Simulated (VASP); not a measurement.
Here is the system:

```
AgIr
1.0
    0.00000     1.94141     1.94141
    1.94141     0.00000     1.94141
    7.95801     7.95801    -0.19238
Ir Ag
2 2
Direct
  0.98507   0.98507   0.01120
  0.01493   0.01493   0.23880
  0.00661   0.00661   0.49504
  0.99339   0.99339   0.75496
```

Method: PBEsol GGA, VASP's PBE PAW potentials (set 64) (plane waves; VASP). Settings: 400 eV cut-off, Gaussian smearing of 0.050 eV, potentials Ir Ag.

### Question
Give the energies of bands 10 to 23 at the high-symmetry points, in eV from the Fermi level.

### Answer

```
band      Γ      T     H2      L     S0      F
----  -----  -----  -----  -----  -----  -----
10    -4.63  -4.01  -4.51  -3.79  -4.50  -4.04
11    -3.82  -3.79  -4.39  -3.78  -4.42  -3.54
12    -3.82  -3.79  -4.23  -3.06  -4.22  -3.50
13    -3.54  -3.60  -3.94  -2.58  -3.95  -2.71
14    -3.54  -3.60  -2.78  -2.57  -2.81  -2.56
15    -3.42  -3.24  -2.77  -2.44  -2.75  -2.52
16    -3.10  -3.24  -2.53  -2.13  -2.53  -1.14
17    -3.10  -2.83  -2.28  -1.28  -2.28  -0.72
18    -3.00  -2.83  -0.84   0.17  -0.84  -0.38
19    -3.00  -2.64   0.06   0.69   0.04   0.23
20    -0.98  -2.43   0.11   1.07   0.12   1.07
21    -0.98  -0.97   4.23   1.36   4.23   1.36
22    -0.75  -0.97   4.66   1.46   4.63   1.73
23     0.45   0.43   4.69   2.95   4.78   2.98
```

It has no gap at this level: it comes out as a metal or semimetal.

The structure was generated: Ag2Ir2 was put into an ordered model structure (R-3m), which need not be its known phase. It was relaxed first.
